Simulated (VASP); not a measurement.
# Band gap of BN: cutoff, mesh and cell, part 2 of 2

Aim: test what besides the functional moves the gap of BN. The starting structure is a measured crystal structure from the Crystallography Open Database. Cell and atoms stay as given unless a step says otherwise.

VASP 6.6.1.

Results so far: reference 4.036 eV; cell and atoms relaxed by LDA 4.001 eV; no band path 4.036 eV.

### 5. Bands with a cutoff of 640 eV

Level of this step: LDA; plane waves and PAW (N, B) (VASP).

Against step 2 the input has ENCUT = 640.

INCAR

```
SYSTEM = BN
PREC = Accurate
ENCUT = 640
EDIFF = 1E-06
NELM = 100
ISMEAR = 0
SIGMA = 0.03
LREAL = .FALSE.
ALGO = Normal
GGA = CA
NBANDS = 22
LORBIT = 11
LWAVE = .FALSE.
LCHARG = .FALSE.
KPAR = 8
LASPH = .TRUE.
```

POSCAR

```
BN
1.0
    2.5039900000      0.0000000000      0.0000000000
   -1.2519950000      2.1685189508      0.0000000000
    0.0000000000      0.0000000000      6.6612000000
N B
2 2
Direct
    0.6666666667      0.3333333333      0.2500000000
    0.3333333333      0.6666666667      0.7500000000
    0.6666666667      0.3333333333      0.7500000000
    0.3333333333      0.6666666667      0.2500000000
```

KPOINTS

```
Automatic mesh
0
Gamma
10 10 4
0 0 0
```

KPOINTS_OPT

```
Line mode
10
Line-mode
Reciprocal
  0.00000000   0.00000000   0.00000000 GAMMA
  0.50000000   0.00000000   0.00000000 M

  0.50000000   0.00000000   0.00000000 M
  0.33333333   0.33333333   0.00000000 K

  0.33333333   0.33333333   0.00000000 K
  0.00000000   0.00000000   0.00000000 GAMMA

  0.00000000   0.00000000   0.00000000 GAMMA
  0.00000000   0.00000000   0.50000000 A

  0.00000000   0.00000000   0.50000000 A
  0.50000000   0.00000000   0.50000000 L

  0.50000000   0.00000000   0.50000000 L
  0.33333333   0.33333333   0.50000000 H

  0.33333333   0.33333333   0.50000000 H
  0.00000000   0.00000000   0.50000000 A

  0.50000000   0.00000000   0.50000000 L
  0.50000000   0.00000000   0.00000000 M

  0.33333333   0.33333333   0.00000000 K
  0.33333333   0.33333333   0.50000000 H
```

The projector-augmented-wave data sets are N and B (LDA family, release 64).

Started as:

```bash
$ mpirun -np 8 vasp_std
```

The program printed:

```text
[... set-up lines as in an earlier step ...]
 entering main loop
       N       E                     dE             d eps       ncg     rms          rms(c)
DAV:   1     0.515212716435E+02    0.51521E+02   -0.85268E+03  1848   0.795E+02
DAV:   2    -0.395032781524E+02   -0.91025E+02   -0.84152E+02  2326   0.192E+02
DAV:   3    -0.425314446125E+02   -0.30282E+01   -0.30075E+01  2340   0.305E+01
DAV:   4    -0.425433230800E+02   -0.11878E-01   -0.11878E-01  2054   0.228E+00
[...]
DAV:  11    -0.385804066461E+02    0.10566E-04   -0.29921E-05  2134   0.368E-02    0.163E-02
DAV:  12    -0.385804096896E+02   -0.30435E-05   -0.29979E-06  2124   0.100E-02    0.147E-03
DAV:  13    -0.385804097125E+02   -0.22854E-07   -0.38808E-08  1110   0.142E-03
   1 F= -.38580410E+02 E0= -.38580410E+02  d E =-.576428E-31
 Start KPOINTS_OPT (optional k-point list driver)
k-point batch [1-42\90]
       N       E                     dE             ncg
DAV:   1     0.638285231945E+03   -0.18138E+05     1848
DAV:   2    -0.302025962702E+04   -0.36585E+04     2392
DAV:   3    -0.313880114284E+04   -0.11854E+03     2362
DAV:   4    -0.313914052551E+04   -0.33938E+00     2032
DAV:   5    -0.313914170743E+04   -0.11819E-02     2240
DAV:   6    -0.313914171427E+04   -0.68462E-05     2168
DAV:   7    -0.313914171432E+04   -0.43685E-07     1808
[...]
k-point batch [85-90\90]
       N       E                     dE             ncg
DAV:   1     0.281715656816E+05   -0.55771E+04      264
DAV:   2     0.276931766353E+05   -0.47839E+03      306
DAV:   3     0.276780803744E+05   -0.15096E+02      352
DAV:   4     0.276780311832E+05   -0.49191E-01      264
DAV:   5     0.276780309985E+05   -0.18475E-03      316
DAV:   6     0.276780309975E+05   -0.99446E-06      300
```

Run time: 7 s. Hardware: 8 MPI ranks of AMD EPYC 9R45, shared host; peak memory 1.5 GiB; 52 s of CPU time.

From OUTCAR (step 5):

```text
  Total       -1.3783702     -1.3783702     -0.2089640     -0.0000000      0.0000000      0.0000000
  in kB      -61.0559756    -61.0559756     -9.2562240     -0.0000000      0.0000000      0.0000000
  external PRESSURE =     -43.7893917 kB  Pullay stress =       0.0000000 kB

 POSITION                                       TOTAL-FORCE (eV/Angst)
 -----------------------------------------------------------------------------------
      1.25200      0.72284      1.66530        -0.000000     -0.000000      0.000000
     -0.00000      1.44568      4.99590        -0.000000      0.000000      0.000000
      1.25200      0.72284      4.99590        -0.000000      0.000000      0.000000
     -0.00000      1.44568      1.66530         0.000000     -0.000000      0.000000
 -----------------------------------------------------------------------------------
    total drift:                               -0.000000      0.000000      0.000000

  FREE ENERGIE OF THE ION-ELECTRON SYSTEM (eV)
  ---------------------------------------------------
  free  energy   TOTEN  =       -38.5804097125 eV

  energy  without entropy=      -38.5804097125  energy(sigma->0) =      -38.58040971

[... 1 part as in an earlier step ...]

[... 2 further parts left out ...]
[key lines of the parts left out:]
E-fermi :   2.4033
```

With a cutoff of 640 eV the gap is 4.036 eV, +0.000 eV from the reference.

### 6. Bands with a 14×14×6 mesh

Against step 2 the input has a 14×14×6 mesh.

Changes to INCAR since step 5:

```diff
@@ -2,3 +2,3 @@
 PREC = Accurate
-ENCUT = 640
+ENCUT = 460
 EDIFF = 1E-06
```

POSCAR is that of step 5.

KPOINTS

```
Automatic mesh
0
Gamma
14 14 6
0 0 0
```

KPOINTS_OPT is that of step 5.

Started as:

```bash
$ mpirun -np 8 vasp_std
```

The program printed:

```text
[... set-up lines as in an earlier step ...]
 entering main loop
       N       E                     dE             d eps       ncg     rms          rms(c)
DAV:   1     0.328305952801E+02    0.32831E+02   -0.69657E+03  4264   0.608E+02
DAV:   2    -0.403137883427E+02   -0.73144E+02   -0.68494E+02  5364   0.165E+02
DAV:   3    -0.425236692490E+02   -0.22099E+01   -0.21960E+01  5316   0.251E+01
DAV:   4    -0.425315391094E+02   -0.78699E-02   -0.78695E-02  4704   0.171E+00
[...]
DAV:  11    -0.385746419058E+02    0.11261E-04   -0.30390E-05  4908   0.365E-02    0.166E-02
DAV:  12    -0.385746449989E+02   -0.30931E-05   -0.29210E-06  4920   0.953E-03    0.161E-03
DAV:  13    -0.385746450168E+02   -0.17866E-07   -0.38337E-08  2586   0.131E-03
   1 F= -.38574645E+02 E0= -.38574645E+02  d E =-.259765E-36
 Start KPOINTS_OPT (optional k-point list driver)
k-point batch [1-90\90]
       N       E                     dE             ncg
DAV:   1    -0.518239616980E+03   -0.47364E+05     3976
DAV:   2    -0.670557387782E+04   -0.61873E+04     5262
DAV:   3    -0.689506192189E+04   -0.18949E+03     5018
DAV:   4    -0.689556938604E+04   -0.50746E+00     4326
DAV:   5    -0.689557120420E+04   -0.18182E-02     4876
DAV:   6    -0.689557121456E+04   -0.10361E-04     4526
DAV:   7    -0.689557121465E+04   -0.88190E-07     3940
```

Wall time 5.4 s (8 MPI ranks); peak memory 1.4 GiB; 40 s of CPU time.

From OUTCAR (step 6):

```text
  Total       -1.4531096     -1.4531096     -0.3596826      0.0000000      0.0000000      0.0000000
  in kB      -64.3666153    -64.3666153    -15.9324192      0.0000000      0.0000000      0.0000000
  external PRESSURE =     -48.2218832 kB  Pullay stress =       0.0000000 kB

 POSITION                                       TOTAL-FORCE (eV/Angst)
 -----------------------------------------------------------------------------------
      1.25200      0.72284      1.66530         0.000000      0.000000      0.000000
     -0.00000      1.44568      4.99590        -0.000000      0.000000      0.000000
      1.25200      0.72284      4.99590         0.000000     -0.000000      0.000000
     -0.00000      1.44568      1.66530        -0.000000      0.000000      0.000000
 -----------------------------------------------------------------------------------
    total drift:                               -0.000000      0.000000      0.000000

  FREE ENERGIE OF THE ION-ELECTRON SYSTEM (eV)
  ---------------------------------------------------
  free  energy   TOTEN  =       -38.5746450168 eV

  energy  without entropy=      -38.5746450168  energy(sigma->0) =      -38.57464502

[... 1 part as in an earlier step ...]

[... 2 further parts left out ...]
[key lines of the parts left out:]
E-fermi :   2.4072
```

With a 14×14×6 mesh the gap is 4.045 eV, +0.009 eV from the reference.

### 7. The runs compared

```tsv
run	gap (eV)	change (eV)	core minutes
reference	4.036	-	0.533
cell and atoms relaxed by LDA	4.001	-0.035	0.533
no band path	4.036	0.0	0.24
a cutoff of 640 eV	4.036	0.0	0.933
a 14×14×6 mesh	4.045	0.009	0.72
```

Core minutes are wall time times ranks of the run shown, on a shared host.

### 8. Summary of results

```yaml
reference_gap: 4.036 eV
gap_with_cell_and_atoms_relaxed_by_lda: 4.001 eV
gap_with_no_band_path: 4.036 eV
gap_with_a_cutoff_of_640_ev: 4.036 eV
gap_with_a_14x14x6_mesh: 4.045 eV
```

In words: Among the runs that read a gap along the path, the one with cell and atoms relaxed by LDA moves it most, by -0.035 eV. On finer settings it changes by +0.000 eV with a cutoff of 640 eV and +0.009 eV with a 14×14×6 mesh. The functional's own error isn't tested here. Further runs on this material are not shown.

[Lines on the potential files, build, host, timing and source positions are cut from VASP's logs without a mark.]

[Logs are printed without paths, hosts, clocks, repeated set-up lines and the standing remarks that a program may print on its own settings, such as how far it seeks lower states.]

[Hosts, paths, dates, database ids (printed as entryN), source tags and the programs' standing remarks are cut or masked in the printed files.]
